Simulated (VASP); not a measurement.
The input files of a VASP run:

File KPOINTS:
```
Automatic mesh
0
Gamma
12 12 7
0 0 0
```

File POSCAR:
```
ZrNb
1
    1.7201900000    -2.4395550000     0.0000000000
    1.7201900000     2.4395550000     0.0000000000
    0.0000000000     0.0000000000     4.8694900000
Zr Nb
1 1
Direct
  0.5000000000   0.5000000000   0.5000000000
  0.0000000000   0.0000000000   0.0000000000
```

### INCAR
```
SYSTEM  =  ZrNb
PREC  =  Accurate; ENCUT  =  400; LREAL  =  F
LASPH  =  T
EDIFF  =  1E-6; NELM  =  100; ALGO  =  Normal
LMAXMIX  =  4
ISMEAR  =  1; SIGMA  =  0.1
GGA  =  PS
IBRION  =  2; NSW  =  60; ISIF  =  3
EDIFFG  =  -0.01
LWAVE  =  F; LCHARG  =  F
```

POTCAR, in this order: Zr_sv Nb_sv (PBE.64 set). Program: vasp_std.

Task: Write an equivalent input for Ansatz.

Result: One equivalent input (not run):
Ansatz 0.2 input:
```yaml
crystal:
  lattice:
    - [1.7201900, -2.4395550, 0.0000000]
    - [1.7201900, 2.4395550, 0.0000000]
    - [0.0000000, 0.0000000, 4.8694900]
  atoms:
    - { symbol: Zr, position: [0.5000000, 0.5000000, 0.5000000] }
    - { symbol: Nb, position: [0.0000000, 0.0000000, 0.0000000] }
kpoints:
  mp_grid: { grid: [12, 12, 7] }
hamiltonian:
  xc: pbesol
  pseudopotentials: { kind: paw }
scf:
  occupations: { method: methfessel_paxton, width: 0.1 }
  max_iter: 100
relax:
  max_steps: 60
  f_tol: 0.01
  cell: {}
output: { forces: true, stress: true, eigenvalues: true }
```
What does not carry over: each code has its own PAW files, so the cut-off isn't converted (ENCUT is set for VASP's; basis.ecutwfc is left out, and Ansatz then takes the one that its files recommend); Ansatz stops its SCF on the density residual and VASP on the energy change (EDIFF).

The structure comes from a computed database's ZrNb entry (Cmmm); how it stands against other phases isn't given here. This run relaxes it. Symmetry was kept, so distortions that lower it aren't found.
